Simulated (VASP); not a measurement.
OSZICAR of a VASP run on SnTe (rock salt):

### OSZICAR
```
       N       E                     dE             d eps       ncg     rms          rms(c)
DAV:   1     0.596843340234E+02    0.59684E+02   -0.10171E+04   572   0.169E+03
DAV:   2    -0.655094436862E+02   -0.12519E+03   -0.12217E+03   596   0.384E+02
DAV:   3    -0.761701763661E+02   -0.10661E+02   -0.10580E+02   740   0.103E+02
DAV:   4    -0.764428953080E+02   -0.27272E+00   -0.27266E+00   604   0.179E+01
DAV:   5    -0.764554725079E+02   -0.12577E-01   -0.12577E-01   814   0.372E+00    0.457E+00
DAV:   6    -0.736364008653E+02    0.28191E+01   -0.84800E-01   662   0.171E+01    0.343E+00
DAV:   7    -0.733208223363E+02    0.31558E+00   -0.69136E-01   560   0.873E+00    0.908E-01
DAV:   8    -0.736255594222E+02   -0.30474E+00   -0.70284E-01   560   0.727E+00    0.573E-01
DAV:   9    -0.735908446579E+02    0.34715E-01   -0.11545E-01   572   0.430E+00    0.386E-01
DAV:  10    -0.735561684812E+02    0.34676E-01   -0.10584E-01   572   0.384E+00    0.647E-01
DAV:  11    -0.735568703987E+02   -0.70192E-03   -0.14982E-02   566   0.108E+00    0.459E-01
DAV:  12    -0.735442913824E+02    0.12579E-01   -0.73730E-02   560   0.316E+00    0.274E-01
DAV:  13    -0.735494373954E+02   -0.51460E-02   -0.69002E-03   566   0.109E+00    0.159E-01
DAV:  14    -0.735516618778E+02   -0.22245E-02   -0.41609E-04   698   0.177E-01    0.179E-01
DAV:  15    -0.735526787656E+02   -0.10169E-02   -0.11341E-03   560   0.460E-01    0.145E-01
DAV:  16    -0.735581795317E+02   -0.55008E-02   -0.56769E-03   560   0.809E-01    0.115E-01
DAV:  17    -0.735578708707E+02    0.30866E-03   -0.70045E-03   560   0.105E+00    0.658E-02
DAV:  18    -0.735579417127E+02   -0.70842E-04   -0.13408E-03   572   0.453E-01    0.265E-02
DAV:  19    -0.735579042371E+02    0.37476E-04   -0.31976E-04   560   0.207E-01    0.447E-02
DAV:  20    -0.735579289104E+02   -0.24673E-04   -0.31405E-04   560   0.227E-01    0.403E-02
DAV:  21    -0.735579405035E+02   -0.11593E-04   -0.24753E-04   560   0.185E-01    0.140E-02
DAV:  22    -0.735579451133E+02   -0.46098E-05   -0.16093E-05   686   0.306E-02    0.144E-02
DAV:  23    -0.735579542601E+02   -0.91468E-05   -0.30781E-05   560   0.614E-02    0.888E-03
DAV:  24    -0.735579491834E+02    0.50768E-05   -0.16527E-05   578   0.442E-02    0.232E-02
DAV:  25    -0.735579395376E+02    0.96458E-05   -0.58561E-06   560   0.290E-02    0.233E-02
DAV:  26    -0.735579256933E+02    0.13844E-04   -0.23992E-05   560   0.529E-02    0.190E-02
DAV:  27    -0.735579238096E+02    0.18837E-05   -0.26049E-06   590   0.162E-02    0.203E-02
DAV:  28    -0.735579207485E+02    0.30611E-05   -0.25694E-06   560   0.200E-02    0.149E-02
DAV:  29    -0.735579195647E+02    0.11839E-05   -0.36245E-07   578   0.713E-03    0.101E-02
DAV:  30    -0.735579195642E+02    0.46794E-09   -0.29701E-07   560   0.728E-03
   1 F= -.73557920E+02 E0= -.73557920E+02  d E =-.409692E-12
```

Question: Which electronic solver shows in the log?

Answer: It is blocked Davidson (ALGO = Normal, or the opening steps of other solvers). The INCAR had ALGO = Normal.

Question: Can the final energy be trusted as converged?

Answer: The calculation finished and met its thresholds. It stopped with EDIFF = 1E-7, NELM = 100 (SCAN meta-GGA, plane waves, VASP's PBE PAW potentials (set 64)).

The compound is SnTe in the rock salt structure, which distorts at low temperature. It was relaxed first.
